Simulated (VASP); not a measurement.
Crystal: HfV2.

```xyz
6
Lattice="0.0000 3.7060 3.7060 3.7060 0.0000 3.7060 3.7060 3.7060 0.0000" Properties=species:S:1:pos:R:3 pbc="T T T"
Hf    0.0000    0.0000    0.0000
Hf    1.8530    1.8530    1.8530
V     4.6325    4.6325    4.6325
V     4.6325    2.7795    2.7795
V     2.7795    2.7795    4.6325
V     2.7795    4.6325    2.7795
```

| Quantity | Value |
| --- | --- |
| Program | VASP 6.6.1 |
| Task | relaxation of cell and atoms |
| Functional | r2SCAN |
| Potentials or basis | VASP PAW PBE potentials, release 64 (Hf_pv, V_sv) |
| Cutoff | 600 eV |
| k mesh | 10 × 10 × 10 |
| Occupations | methfessel-paxton, width 0.1 eV |
| Spin | no spin polarisation |

At the start: pressure -6.9 GPa; volume 16.97 Å³/atom.

Problem. Where does the relaxation end?

Solution. Over 4 steps the energy falls by 18.7 meV/atom and the volume is 16.12 Å³/atom (-5.0 %); space group Fd-3m (No. 227, to 0.05 Å).

The path:
```csv
step,energy change (eV),largest force (eV/Å),pressure (GPa),volume (Å³)
1,0.0000,0.0000,-6.85,101.80
2,0.0322,0.0000,9.18,91.48
3,-0.1122,0.0000,-0.14,96.80
4,-0.1122,0.0000,0.06,96.71
```

Final structure:
```cif
data_structure
_symmetry_space_group_name_H-M 'P 1'
_symmetry_Int_Tables_number 1
_cell_length_a 5.1522
_cell_length_b 5.1522
_cell_length_c 5.1522
_cell_angle_alpha 60.000
_cell_angle_beta 60.000
_cell_angle_gamma 60.000
_cell_volume 96.71
loop_
_atom_site_label
_atom_site_type_symbol
_atom_site_fract_x
_atom_site_fract_y
_atom_site_fract_z
_atom_site_occupancy
Hf1 Hf 0.00000 0.00000 0.00000 1
Hf2 Hf 0.25000 0.25000 0.25000 1
V1 V 0.62500 0.62500 0.62500 1
V2 V 0.12500 0.62500 0.62500 1
V3 V 0.62500 0.62500 0.12500 1
V4 V 0.62500 0.12500 0.62500 1
```

Caveat: the PAW data sets were made with another functional, which shifts forces and pressure a little.
